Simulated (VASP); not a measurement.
Given:

```
CELL_PARAMETERS angstrom
      3.13174     0.00000     0.00000
     -1.56587     2.71217     0.00000
      0.00000     0.00000     6.53993
ATOMIC_POSITIONS crystal
  Ag 0.00000 0.00000 0.00000
  Ag 0.00000 0.00000 0.50000
  F  0.33333 0.66667 0.25000
  F  0.66667 0.33333 0.75000
```

All values below come from PBEsol GGA, VASP's PBE PAW potentials (set 64) (plane waves; VASP). Run with 520 eV cut-off, Gaussian smearing of 0.050 eV, potentials Ag F.

### Question
Give the energies of bands 7 to 20 at the high-symmetry points, in eV from the Fermi level.

### Answer

```json
[
 {"band": "7", "Γ": "-3.07", "M": "-4.28", "K": "-4.86", "A": "-3.68", "L": "-3.94", "H": "-4.58"},
 {"band": "8", "Γ": "-3.02", "M": "-3.40", "K": "-4.09", "A": "-3.68", "L": "-3.94", "H": "-4.58"},
 {"band": "9", "Γ": "-3.02", "M": "-2.92", "K": "-1.85", "A": "-2.24", "L": "-2.59", "H": "-1.94"},
 {"band": "10", "Γ": "-2.13", "M": "-2.53", "K": "-1.85", "A": "-2.24", "L": "-2.59", "H": "-1.94"},
 {"band": "11", "Γ": "-2.13", "M": "-1.79", "K": "-1.84", "A": "-1.84", "L": "-1.04", "H": "-1.61"},
 {"band": "12", "Γ": "-1.87", "M": "-1.41", "K": "-1.84", "A": "-1.84", "L": "-1.04", "H": "-1.61"},
 {"band": "13", "Γ": "-1.87", "M": "-1.05", "K": "-1.31", "A": "-1.84", "L": "-1.01", "H": "-1.35"},
 {"band": "14", "Γ": "-1.68", "M": "-0.98", "K": "-1.03", "A": "-1.84", "L": "-1.01", "H": "-1.35"},
 {"band": "15", "Γ": "-1.24", "M": "-0.97", "K": "-0.80", "A": "-0.86", "L": "-0.79", "H": "-1.18"},
 {"band": "16", "Γ": "-1.24", "M": "-0.82", "K": "-0.80", "A": "-0.86", "L": "-0.79", "H": "-1.18"},
 {"band": "17", "Γ": "-0.66", "M": "-0.14", "K": "-0.41", "A": "-0.86", "L": "-0.66", "H": "0.04"},
 {"band": "18", "Γ": "-0.44", "M": "0.03", "K": "-0.41", "A": "-0.86", "L": "-0.66", "H": "0.04"},
 {"band": "19", "Γ": "-0.44", "M": "4.77", "K": "7.20", "A": "1.20", "L": "5.27", "H": "7.20"},
 {"band": "20", "Γ": "4.36", "M": "6.31", "K": "7.48", "A": "1.20", "L": "5.27", "H": "7.20"}
]
```

It has no gap at this level: it comes out as a metal or semimetal.

The structure was generated: AgF was put into the NiAs type type (P6_3/mmc), which need not be its known phase. It was relaxed first, which changed the volume by +38 %.
